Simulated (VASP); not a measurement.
Here is the system:

```
CELL_PARAMETERS angstrom
      7.03722     0.00000     0.00000
     -3.51861     6.09441     0.00000
      0.00000     0.00000     3.35620
ATOMIC_POSITIONS crystal
  Ta 0.26286 0.00000 0.00000
  Ta 0.00000 0.26286 0.00000
  Ta 0.73714 0.73714 0.00000
  Ta 0.59943 0.00000 0.50000
  Ta 0.00000 0.59943 0.50000
  Ta 0.40057 0.40057 0.50000
  Si 0.00000 0.00000 0.50000
  Si 0.33333 0.66667 0.00000
  Si 0.66667 0.33333 0.00000
```

Level of theory: PBEsol GGA, VASP's PBE PAW potentials (set 64) (plane waves; VASP 6.6.1). Numerical set-up: 400 eV cut-off, Gaussian smearing of 0.050 eV, potentials Ta_pv Si.

Problem. Give the energies of bands 32 to 45 at the high-symmetry points, in eV from the Fermi level.

Solution. 
```csv
band,Γ,M,K,A,L,H
32,-1.86,-1.71,-1.78,-2.44,-2.31,-2.14
33,-1.77,-1.46,-1.60,-2.32,-2.23,-2.14
34,-1.75,-1.46,-1.60,-1.51,-1.84,-2.06
35,-1.75,-0.76,-0.48,-1.51,-1.79,-1.71
36,-0.36,-0.50,-0.48,-0.94,-1.75,-1.71
37,-0.36,-0.42,-0.44,-0.94,-1.54,-1.65
38,0.46,0.11,-0.44,-0.55,-0.51,-0.45
39,0.46,0.31,-0.10,-0.22,-0.45,-0.45
40,0.77,0.41,0.54,0.04,-0.27,-0.21
41,0.94,0.58,0.54,0.04,0.02,-0.21
42,0.94,0.86,1.16,1.78,1.66,1.79
43,1.39,1.19,1.26,1.78,2.08,2.02
44,1.39,1.23,1.29,3.08,2.43,2.23
45,1.44,1.24,1.88,3.32,2.50,2.23
```

It has no gap at this level: it comes out as a metal or semimetal.

The structure was generated: Ta2Si was put into the Fe2P type (P-62m), which need not be its known phase. It was relaxed first, which changed the volume by -9 %.
